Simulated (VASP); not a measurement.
A run of VASP 6.6.1 is set up as follows.

Contents of INCAR:

```
ALGO = Fast
EDIFF = 1E-4
EDIFFG = -0.08
ENCUT = 520
GGA = PE
IBRION = 2
ISIF = 3
ISMEAR = 0
LASPH = True
LCHARG = False
LREAL = False
LWAVE = False
NELM = 60
NSW = 24
PREC = Normal
SIGMA = 0.15
```

KPOINTS

```
k-points
0
Gamma
  4 4 3
```

POSCAR

```
Hf2ZrGe3
1.0
    4.5374452000      0.0000000000      0.0000000000
   -2.2687226000      3.9295428100      0.0000000000
    0.0000000000      0.0000000000      7.2806638600
Zr Hf Ge
1 2 3
Direct
    0.0000000000      0.0000000000      0.0000000000
    0.3333333300      0.6666666700      0.2557500000
    0.6666666700      0.3333333300      0.7442500000
    0.3333333300      0.6666666700      0.6460000300
    0.6666666700      0.3333333300      0.3539999700
    0.0000000000      0.0000000000      0.5000000000
```

Potentials or basis: VASP PAW PBE potentials, release 64 (Zr_sv, Hf_pv, Ge_d).

The run is started by

```sh
$ cat potpaw_PBE.64/Zr_sv/POTCAR potpaw_PBE.64/Hf_pv/POTCAR potpaw_PBE.64/Ge_d/POTCAR > POTCAR
$ mpirun -np 1 vasp_std > vasp.out
```

Problem. Predict the relaxed volume.

Solution. 19.27 Å³/atom.

Problem. Estimate the relaxed cell.

Solution. a = 4.966 Å, b = 4.966 Å, c = 5.412 Å, α = 90.00°, β = 90.00°, γ = 120.00°.

Problem. Estimate the band gap on the k mesh.

Solution. None (metal or under the smearing width).

Final structure:
```xyz
6
Lattice="4.9664 0.0000 0.0000 -2.4832 4.3010 0.0000 0.0000 0.0000 5.4124" Properties=species:S:1:pos:R:3 pbc="T T T"
Zr   -2.4832    4.3010    0.0000
Hf    0.0000    2.8673    1.4042
Hf    2.4832    1.4337    4.0083
Ge    0.0000    2.8673    4.1269
Ge    2.4832    1.4337    1.2855
Ge    0.0000    0.0000    2.7062
```

Caveat: the k mesh is coarse (spacing up to 0.40 Å⁻¹), so the values aren't converged. The run has no spin-orbit coupling, so splittings on Hf are missing.
